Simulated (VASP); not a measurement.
The input files of a VASP run:

**POSCAR**
```
LaB
4.2769670
  0.0000000000   0.7071068570   0.7071068570
  0.7071068570   0.0000000000   0.7071068570
  0.7071068570   0.7071068570   0.0000000000
La B
1 1
direct
  0.0000000000   0.0000000000   0.0000000000
  0.2500000000   0.2500000000   0.2500000000
```

File KPOINTS:
```
Automatic
0
G
 12 12 12
0 0 0
```

**INCAR**
```
SYSTEM = LaB
PREC = Accurate
ENCUT = 520
EDIFF = 1E-7
NELM = 100
ALGO = Normal
LREAL = .FALSE.
LASPH = .TRUE.
ISMEAR = -5
GGA = PE
LMAXMIX = 6
LWAVE = .FALSE.
LCHARG = .TRUE.
LORBIT = 11
NEDOS = 601
ISIF = 2
```

POTCAR, in this order: La B (PBE.64 set). Program: vasp_std.

Problem. Translate this PBE calculation to Quantum ESPRESSO's pw.x.

Solution. One equivalent input (not run):
```
&CONTROL
  calculation = 'scf'
  pseudo_dir = './pseudo'
  outdir = './out'
  tprnfor = .true.
  tstress = .true.
/
&SYSTEM
  ibrav = 0
  nat = 2
  ntyp = 2
  ecutwfc = 110
  occupations = 'tetrahedra'
  input_dft = 'pbe'
/
&ELECTRONS
  conv_thr = 7.3e-09
  electron_maxstep = 100
/
ATOMIC_SPECIES
  La 138.905 La.upf
  B 10.810 B.upf
CELL_PARAMETERS angstrom
     0.0000000    3.0242727    3.0242727
     3.0242727    0.0000000    3.0242727
     3.0242727    3.0242727    0.0000000
ATOMIC_POSITIONS crystal
  La   0.0000000  0.0000000  0.0000000
  B    0.2500000  0.2500000  0.2500000
K_POINTS automatic
  12 12 12 0 0 0
```
The two are equivalent in intent, not identical: the potentials are each code's own (VASP's PAW set, PseudoDojo norm-conserving files in pw.x), so ENCUT and ecutwfc are chosen apart and not converted; conv_thr bounds pw.x's estimated SCF error, while EDIFF bounds the energy change between steps.

The structure was generated: LaB was put into the zinc blende type (F-43m), which need not be its known phase. It was relaxed first, which changed the volume by -27 %.
